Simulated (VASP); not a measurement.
```
CELL_PARAMETERS angstrom
     -1.50056     1.50056     1.50056
      1.50056    -1.50056     1.50056
      1.50056     1.50056    -1.50056
ATOMIC_POSITIONS crystal
  V  0.00000 0.00000 0.00000
```

Calculation: TPSS meta-GGA, VASP's PBE PAW potentials (set 64) (plane waves; VASP). Run with 520 eV cut-off, 17×17×17 Γ-centred mesh, first-order Methfessel-Paxton smearing of 0.10 eV, potentials V_sv.

Problem. Give the stress tensor in GPa (positive for a compressed cell).

Solution. 
```
-5.00   0.00   0.00
 0.00  -5.00   0.00
 0.00   0.00  -5.00
```
The pressure is its mean diagonal, -5.00 GPa.

The compound is V in the bcc structure. This cell is one point of a volume scan, at 1.03 of the reference volume. The run is not spin-polarised, so no magnetic state was tried.
